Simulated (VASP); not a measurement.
## ScAg3: single point with LDA

Crystal: ScAg3.

```
CELL_PARAMETERS angstrom
5.13619 0.00000 0.00000
0.00000 5.13619 0.00000
0.00000 0.00000 5.13619
ATOMIC_POSITIONS crystal
Sc 0.00000 0.00000 0.00000
Ag 0.50000 0.00000 0.00000
Ag 0.00000 0.00000 0.50000
Ag 0.00000 0.50000 0.00000
```

The cell was built by a generator and needn't be a form met in nature.

```
Program             : VASP 6.6.1
Task                : single point
Functional          : LDA
Potentials or basis : VASP PAW LDA potentials, release 64 (Sc_sv, Ag)
Cutoff              : 520 eV
k mesh              : 4 × 4 × 4
Occupations         : methfessel-paxton, width 0.05 eV
Spin                : no spin polarisation
```

```json
{
  "Pressure": "-0.3 GPa",
  "Band gap on the k mesh": "none (metal or under the smearing width)"
}
```

Levels at points of the mesh, in eV from the Fermi level:
| k point | band 18 | band 19 | band 20 | band 21 | band 22 | band 23 | band 24 | band 25 | band 26 | band 27 |
| --- | --- | --- | --- | --- | --- | --- | --- | --- | --- | --- |
| (0.00, 0.00, 0.00) | -3.73 | -3.69 | -3.46 | 0.09 | 0.09 | 1.75 | 1.75 | 1.75 | 2.12 | 2.12 |
| (0.50, 0.00, 0.00) | -3.74 | -3.63 | -2.86 | -1.85 | 0.13 | 0.65 | 1.34 | 1.34 | 2.11 | 2.85 |
| (0.50, 0.50, 0.00) | -3.76 | -3.63 | -2.01 | -0.91 | -0.91 | -0.18 | 0.56 | 0.60 | 1.32 | 1.32 |
| (0.50, 0.50, 0.50) | -3.62 | -3.62 | -0.78 | -0.14 | -0.14 | -0.14 | 0.01 | 0.01 | 0.01 | 0.56 |

Run time: 39 s on 1 thread of Intel(R) Xeon(R) Platinum 8259CL CPU @ 2.50GHz (Skylake/Cascade Lake), on a shared host, peak memory 0.21 GiB.
